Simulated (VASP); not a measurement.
# V on the W site in a supercell of W, part 3 of 4

How easily does V on the W site form in W? The host is relaxed first, then a supercell is run with and without the defect.

VASP 6.6.1, plane waves and PAW; the level of theory is named at each step.

So far. Step 2 (The host at zero pressure): The run ended after 3 ionic steps, 0.004 eV below its first step, once forces and stress met EDIFFG = -0.02. Step 3 (The perfect supercell): The host is treated as a metal, as its relaxation found a gap under 0.3 eV or none, and only the neutral defect is run.

### Step 4. Reference V

This step: PBEsol, no spin polarisation; plane waves and PAW (V) (VASP 6.6.1).

System of this step: V. The structure is cubic, space group Im-3m (No. 229). Conventional cell: a = 3.020 Å, b = 3.020 Å, c = 3.020 Å, α = 90.00°, β = 90.00°, γ = 90.00°. V has 8 V at 2.62 Å nearest.

The reference for V is its crystal, relaxed at the cutoff of the large cell.

Contents of INCAR:

```
SYSTEM = V
PREC = Normal
ENCUT = 300
EDIFF = 1E-05
NELM = 120
ISMEAR = 1
SIGMA = 0.1
LREAL = Auto
ALGO = Fast
GGA = PS
NBANDS = 8
LASPH = .TRUE.
LORBIT = 11
LWAVE = .FALSE.
LCHARG = .FALSE.
KPAR = 8
IBRION = 2
NSW = 25
ISIF = 3
EDIFFG = -0.02
POTIM = 0.4
```

Contents of POSCAR:

```
V
1.0
   -1.5100000000      1.5100000000      1.5100000000
    1.5100000000     -1.5100000000      1.5100000000
    1.5100000000      1.5100000000     -1.5100000000
V
1
Direct
    0.0000000000      0.0000000000      0.0000000000
```

Contents of KPOINTS:

```
Automatic mesh
0
Gamma
12 12 12
0 0 0
```

PAW data sets: V (PBE family, release 64).

Run with:

```bash
$ mpirun -np 8 vasp_std
```

What it wrote:

```text
[banner, memory and clock lines left out]
running    8 mpi-ranks, on    1 nodes
 distrk:  each k-point on    1 cores,    8 groups
 distr:  one band on    1 cores,    1 groups

 POSCAR found type information on POSCAR V
 POSCAR found :  1 types and       1 ions
 [... a notice as in an earlier step ...]

|                                                                             |
|               ----> ADVICE to this user running VASP <----                  |
|                                                                             |
|     You have a (more or less) 'small supercell' and for smaller cells       |
|     it is recommended to use the reciprocal-space projection scheme!        |
|     The real-space optimization is not efficient for small cells and it     |
|     is also less accurate ...                                               |
|     Therefore, set LREAL=.FALSE. in the INCAR file.                         |
|                                                                             |

 [... a notice as in an earlier step ...]

 LDA part: xc-table for (Slater+PW92), standard interpolation
 POSCAR, INCAR and KPOINTS ok, starting setup
 FFT: planning ... GRIDC
 FFT: planning ... GRID_SOFT
 FFT: planning ... GRID
 WAVECAR not read
 entering main loop
       N       E                     dE             d eps       ncg     rms          rms(c)
DAV:   1    -0.361775006129E+01   -0.36178E+01   -0.16215E+03  1176   0.402E+02
DAV:   2    -0.111251403409E+02   -0.75074E+01   -0.71009E+01  1184   0.534E+01
DAV:   3    -0.111658293925E+02   -0.40689E-01   -0.40635E-01  1464   0.558E+00
DAV:   4    -0.111660535430E+02   -0.22415E-03   -0.22415E-03  1352   0.351E-01
DAV:   5    -0.111660554093E+02   -0.18664E-05   -0.18658E-05  1480   0.239E-02    0.123E+01
RMM:   6    -0.959851268331E+01    0.15675E+01   -0.17499E+00  1152   0.187E+01    0.195E+00
RMM:   7    -0.956462318678E+01    0.33889E-01   -0.19815E-01  1153   0.339E+00    0.129E+00
RMM:   8    -0.955312956636E+01    0.11494E-01   -0.35853E-02  1153   0.201E+00    0.104E-01
RMM:   9    -0.955374958844E+01   -0.62002E-03   -0.59911E-03  1161   0.533E-01    0.112E-01
RMM:  10    -0.955674327917E+01   -0.29937E-02   -0.93609E-03  1152   0.142E+00    0.489E-01
RMM:  11    -0.955371042412E+01    0.30329E-02   -0.26331E-03  1152   0.718E-01    0.678E-02
RMM:  12    -0.955368150895E+01    0.28915E-04   -0.22338E-04  1149   0.149E-01    0.184E-02
RMM:  13    -0.955368907278E+01   -0.75638E-05   -0.47287E-05   929   0.743E-02
   1 F= -.95536891E+01 E0= -.95529174E+01  d E =-.955369E+01
 curvature:   0.00 expect dE= 0.000E+00 dE for cont linesearch  0.000E+00
 trial: gam= 0.00000 g(F)=  0.387E-63 g(S)=  0.163E+00 ort = 0.000E+00 (trialstep = 0.100E+01)
 search vector abs. value=  0.163E+00
 bond charge predicted
       N       E                     dE             d eps       ncg     rms          rms(c)
DAV:   1    -0.972807638649E+01   -0.17439E+00   -0.10220E+01  1152   0.480E+01    0.522E+00
RMM:   2    -0.958227188959E+01    0.14580E+00   -0.10372E-01  1152   0.454E+00    0.103E+00
RMM:   3    -0.957328447202E+01    0.89874E-02   -0.14049E-02  1158   0.102E+00    0.326E-01
RMM:   4    -0.957182571189E+01    0.14588E-02   -0.58788E-03  1152   0.111E+00    0.179E-01
RMM:   5    -0.957197909233E+01   -0.15338E-03   -0.14230E-03  1162   0.311E-01    0.548E-02
RMM:   6    -0.957196181483E+01    0.17277E-04   -0.35173E-04  1153   0.271E-01    0.392E-02
RMM:   7    -0.957196588727E+01   -0.40724E-05   -0.94162E-05  1090   0.837E-02
   2 F= -.95719659E+01 E0= -.95719545E+01  d E =-.182768E-01
 trial-energy change:   -0.018277  1 .order   -0.011096   -0.162979    0.140787
 step:   0.5713(harm=  0.5365)  dis= 0.00000  next Energy=    -9.601580 (dE=-0.479E-01)
 bond charge predicted
       N       E                     dE             d eps       ncg     rms          rms(c)
DAV:   1    -0.962859794809E+01   -0.56636E-01   -0.19706E+00  1152   0.224E+01    0.217E+00
RMM:   2    -0.960288959522E+01    0.25708E-01   -0.21025E-02  1152   0.202E+00    0.550E-01
RMM:   3    -0.960154505829E+01    0.13445E-02   -0.32280E-03  1162   0.474E-01    0.262E-01
RMM:   4    -0.960123171143E+01    0.31335E-03   -0.10337E-03  1150   0.463E-01    0.286E-02
RMM:   5    -0.960121873684E+01    0.12975E-04   -0.15029E-04  1142   0.102E-01    0.186E-02
RMM:   6    -0.960119540031E+01    0.23337E-04   -0.14348E-05   754   0.478E-02    0.149E-02
RMM:   7    -0.960119207851E+01    0.33218E-05   -0.54106E-06   669   0.306E-02
   3 F= -.96011921E+01 E0= -.96002449E+01  d E =-.475030E-01
 curvature:  -0.27 expect dE=-0.567E-06 dE for cont linesearch -0.567E-06
 trial: gam=-0.00360 g(F)=  0.909E-64 g(S)=  0.213E-05 ort = 0.589E-03 (trialstep = 0.914E+00)
 search vector abs. value=  0.128E-09
 reached required accuracy - stopping structural energy minimisation
```

Elapsed: 9.6 s, on 8 MPI ranks of AMD EPYC 7R43, shared host; peak memory 0.52 GiB; 65 s of CPU time.

OUTCAR, selected parts (step 4):

```text
  LATTYP: Found a body centered cubic cell.
 ALAT       =     3.0200000000

The static configuration has the point symmetry O_h .

 Found     72 irreducible k-points:

   k-points           NKPTS =     72   k-points in BZ     NKDIM =     72   number of bands    NBANDS=      8

   dimension x,y,z NGX =    12 NGY =   12 NGZ =   12
   dimension x,y,z NGXF=    24 NGYF=   24 NGZF=   24

   ENCUT  =  300.0 eV  22.05 Ry    4.70 a.u.   3.69  3.69  3.69*2*pi/ulx,y,z

   NELECT =       5.0000    total number of electrons

 E-fermi :   6.5393

 k-point     1 :       0.0000    0.0000    0.0000
  band No.  band energies     occupation
      1      -0.1350      2.00000
      2       6.9669     -0.00000
      3       6.9669     -0.00000
      4       6.9669     -0.00000
      5       9.1064      0.00000
      6       9.1064      0.00000
    ...

 k-point     2 :       0.0833    0.0000    0.0000
  band No.  band energies     occupation
      1       0.1582      2.00000
      2       6.8394     -0.00019
      3       6.9369     -0.00000
      4       7.1835     -0.00000
      5       8.9659      0.00000
      6       9.1161      0.00000
    ...

  Total       -0.0042857     -0.0042857     -0.0042857     -0.0000000     -0.0000000      0.0000000
  in kB       -0.5398560     -0.5398560     -0.5398560     -0.0000000     -0.0000000      0.0000000
  external PRESSURE =      -0.5398560 kB  Pullay stress =       0.0000000 kB

  energy-cutoff  :      300.00
  volume of cell :       12.72
      direct lattice vectors                 reciprocal lattice vectors
    -1.470501397  1.470501397  1.470501397     0.000000000  0.340020078  0.340020078
     1.470501397 -1.470501397  1.470501397     0.340020078  0.000000000  0.340020078
     1.470501397  1.470501397 -1.470501397     0.340020078  0.340020078  0.000000000

 POSITION                                       TOTAL-FORCE (eV/Angst)
 -----------------------------------------------------------------------------------
      0.00000     -0.00000      0.00000        -0.000000     -0.000000      0.000000
 -----------------------------------------------------------------------------------
    total drift:                               -0.000000      0.000000      0.000000

  FREE ENERGIE OF THE ION-ELECTRON SYSTEM (eV)
  ---------------------------------------------------
  free  energy   TOTEN  =        -9.6011920785 eV

  energy  without entropy=       -9.5983505989  energy(sigma->0) =       -9.60024492

 total charge
# of ion       s       p       d       tot
------------------------------------------
    1        0.610   0.690   3.655   4.955

[... 3 parts as in an earlier step ...]

[... 6 further parts left out ...]
```

CONTCAR:

```
V
   1.00000000000000
    -1.4705013968169480    1.4705013968169480    1.4705013968169480
     1.4705013968169480   -1.4705013968169480    1.4705013968169480
     1.4705013968169480    1.4705013968169480   -1.4705013968169480
  V
     1
Direct
     0.0000000000000000    0.0000000000000000    0.0000000000000000
```

This run has no spin polarisation, so a moment on V, if there is one, isn't seen. Its electron count is odd, so without a moment it is a metal by construction. The data set V keeps the semicore shell frozen, which is cheaper and a little less accurate.

Step by step:

```
step  energy less that of the first step (eV)  largest force (eV/Å)  pressure (GPa)  volume (Å³)
   1                                   0.0000                0.0000          -13.80        13.77
   2                                  -0.0183                0.0000           13.72        11.97
   3                                  -0.0475                0.0000           -0.05        12.72
```

```
conventional cell, symmetrised  before  after  change
                         a (Å)   3.020  2.941  -2.6 %
                         b (Å)   3.020  2.941  -2.6 %
                         c (Å)   3.020  2.941  -2.6 %
              volume (Å³/atom)   13.77  12.72  -7.6 %
```

The relaxed structure:

```xyz
1
Lattice="-1.4705 1.4705 1.4705 1.4705 -1.4705 1.4705 1.4705 1.4705 -1.4705" Properties=species:S:1:pos:R:3 pbc="T T T"
V     0.0000    0.0000    0.0000
```

Numbers from this step:

```
electronic cycles       : 27
electrons               : 5
free energy (TOTEN)     : -9.601 eV
energy at zero smearing : -9.600 eV
Fermi energy            : 6.539 eV
```

The run ended after 3 ionic steps, 0.048 eV below its first step, once forces and stress met EDIFFG = -0.02.

Energy at zero smearing: -9.60024 eV.

[end of part 3 of 4]

[Lines on the potential files, build, host, timing and source positions are cut from VASP's logs without a mark.]

[Logs are printed without paths, hosts, clocks, repeated set-up lines and the standing remarks that a program may print on its own settings, such as how far it seeks lower states.]

[Hosts, paths, dates, database ids (printed as entryN), source tags and the programs' standing remarks are cut or masked in the printed files.]

[In band tables of VASP the shares of atoms and orbitals are scaled to a sum of 1 inside the atoms' spheres.]

[Runs that stopped without an error message from VASP are left out.]
